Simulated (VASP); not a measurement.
Here is the system:

```
CELL_PARAMETERS angstrom
      3.97761     0.00000     0.00000
      0.00000     2.85187     2.86341
      0.00000    -2.85187     2.86341
ATOMIC_POSITIONS crystal
  Ba 0.00000 0.00784 0.00784
  Ti 0.50000 0.52187 0.52187
  O  0.00000 0.49332 0.49332
  O  0.50000 0.49550 0.98433
  O  0.50000 0.98433 0.49550
```

Level of theory: r2SCAN+rVV10, VASP's PBE PAW potentials (set 64) (plane waves; VASP). Settings: 520 eV cut-off, 6×6×6 Γ-centred mesh, tetrahedra with Blöchl corrections, potentials Ba_sv Ti_sv O.

Unless said otherwise, spin-orbit coupling is left out, though it shifts the bands of the heavy elements here.

Q: Predict the energy per atom (σ→0), band gap (over mesh and band path) with the smallest direct gap where there is one.

A: 
```json
{
 "band gap (over mesh and band path)": "2.51 eV",
 "smallest direct gap (over mesh and band path)": "2.92 eV",
 "energy per atom (σ→0)": "-14.670 eV/atom"
}
```

Only differences to runs with the same potentials and settings are physical.

The structure comes from a measured BaTiO3 entry (Amm2) of the Crystallography Open Database, whose conditions weren't checked. It was relaxed first.
